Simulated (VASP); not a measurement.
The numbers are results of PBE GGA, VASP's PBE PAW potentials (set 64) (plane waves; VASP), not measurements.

A VASP calculation is set up with these files.

### INCAR
```
! general
SYSTEM  = TeW
PREC    = Accurate
ENCUT   = 575
LREAL   = .False.
LASPH   = .True.

! electronic loop
EDIFF   = 1E-6
NELM    = 100
ALGO    = Normal
LMAXMIX = 6

! smearing
ISMEAR  = 0
SIGMA   = 0.05

! functional
GGA     = PE

! ions
ISIF    = 2

! output
LWAVE   = .False.
LCHARG  = .False.
```

File KPOINTS:
```
K-points
0
G
  7 7 7
```

### POSCAR
```
TeW
1
    0.0000000000     3.0144170000     3.0144170000
    3.0144170000     0.0000000000     3.0144170000
    3.0144170000     3.0144170000     0.0000000000
Te W
1 1
Direct
  0.0000000000   0.0000000000   0.0000000000
  0.5000000000   0.5000000000   0.5000000000
```

POTCAR, in this order: Te W_sv (PBE.64 set). Program: vasp_std.

The run wrote:

File OSZICAR:
```
       N       E                     dE             d eps       ncg     rms          rms(c)
DAV:   1     0.120769461790E+03    0.12077E+03   -0.12039E+04   632   0.142E+03
DAV:   2    -0.879456282834E+01   -0.12956E+03   -0.12763E+03   662   0.326E+02
DAV:   3    -0.129342350728E+02   -0.41397E+01   -0.39370E+01   716   0.519E+01
DAV:   4    -0.130080527410E+02   -0.73818E-01   -0.73793E-01   584   0.733E+00
DAV:   5    -0.130093646276E+02   -0.13119E-02   -0.13119E-02   680   0.108E+00    0.938E+00
DAV:   6    -0.124216947544E+02    0.58767E+00   -0.38662E+00   608   0.129E+01    0.293E+00
DAV:   7    -0.123787148776E+02    0.42980E-01   -0.25395E-01   590   0.324E+00    0.195E+00
DAV:   8    -0.123701876187E+02    0.85273E-02   -0.46770E-02   674   0.141E+00    0.501E-01
DAV:   9    -0.123702884002E+02   -0.10078E-03   -0.82403E-04   722   0.241E-01    0.325E-01
DAV:  10    -0.123703052613E+02   -0.16861E-04   -0.60498E-04   626   0.239E-01    0.499E-02
DAV:  11    -0.123703046526E+02    0.60874E-06   -0.44469E-05   596   0.610E-02    0.112E-02
DAV:  12    -0.123703024129E+02    0.22397E-05   -0.21663E-06   418   0.115E-02    0.157E-03
DAV:  13    -0.123703021484E+02    0.26445E-06   -0.18244E-07   280   0.475E-03
   1 F= -.12370302E+02 E0= -.12365355E+02  d E =-.989387E-02
```

**OUTCAR**
```
------------------------ aborting loop because EDIFF is reached ----------------------------------------
  FORCE on cell =-STRESS in cart. coord.  units (eV):
  Direction    XX          YY          ZZ          XY          YZ          ZX
  --------------------------------------------------------------------------------------
  Total       -5.3371311     -5.3371311     -5.3371311     -0.0000000     -0.0000000     -0.0000000
  in kB     -156.0912171   -156.0912171   -156.0912171     -0.0000000     -0.0000000     -0.0000000
  external PRESSURE =    -156.0912171 kB  Pullay stress =       0.0000000 kB
  volume of cell :       54.78
      direct lattice vectors                 reciprocal lattice vectors
     0.000000000  3.014417000  3.014417000    -0.165869553  0.165869553  0.165869553
     3.014417000  0.000000000  3.014417000     0.165869553 -0.165869553  0.165869553
     3.014417000  3.014417000  0.000000000     0.165869553  0.165869553 -0.165869553
 POSITION                                       TOTAL-FORCE (eV/Angst)
 -----------------------------------------------------------------------------------
      0.00000      0.00000      0.00000         0.000000     -0.000000     -0.000000
      3.01442      3.01442      3.01442        -0.000000      0.000000      0.000000
 -----------------------------------------------------------------------------------
    total drift:                                0.000000      0.000000      0.000000
  FREE ENERGIE OF THE ION-ELECTRON SYSTEM (eV)
  ---------------------------------------------------
  free  energy   TOTEN  =       -12.3703021484 eV

  energy  without entropy=      -12.3604082777  energy(sigma->0) =      -12.36535521
```
(Selected blocks of OUTCAR.)

The structure was generated: TeW was put into the rocksalt type (Fm-3m), which need not be its known phase. The cell was not relaxed at this level. The run is one of a series of settings (ENCUT = 575 against the base run), some of them coarse on purpose.
